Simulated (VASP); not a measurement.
Data:

```
CELL_PARAMETERS angstrom
      0.00000     1.95885     1.95885
      1.95885     0.00000     1.95885
      7.64707     7.64707     0.18834
ATOMIC_POSITIONS crystal
  Cu 0.97725 0.97725 0.01706
  Cu 0.02275 0.02275 0.23294
  Au 0.02645 0.02645 0.48016
  Au 0.97355 0.97355 0.76984
```

Level of theory: PBEsol GGA, VASP's PBE PAW potentials (set 64) (plane waves; VASP). Run with 400 eV cut-off, 15×15×4 Γ-centred mesh, tetrahedra with Blöchl corrections, potentials Cu Au.

The cores are frozen, which limits the accuracy of field gradients.

Task: Give the principal components of the electric field gradient (V/Å²) and the asymmetry η at each nucleus.

Result: 
```
atom    Vxx    Vyy    Vzz     η
----  -----  -----  -----  ----
Cu1    10.7   10.7  -21.5  0.00
Cu2    10.7   10.7  -21.5  0.00
Au3   -73.9  -73.9  147.9  0.00
Au4   -73.9  -73.9  147.9  0.00
```

The structure was generated: Au2Cu2 was put into an ordered model structure (R-3m), which need not be its known phase. It was relaxed first.
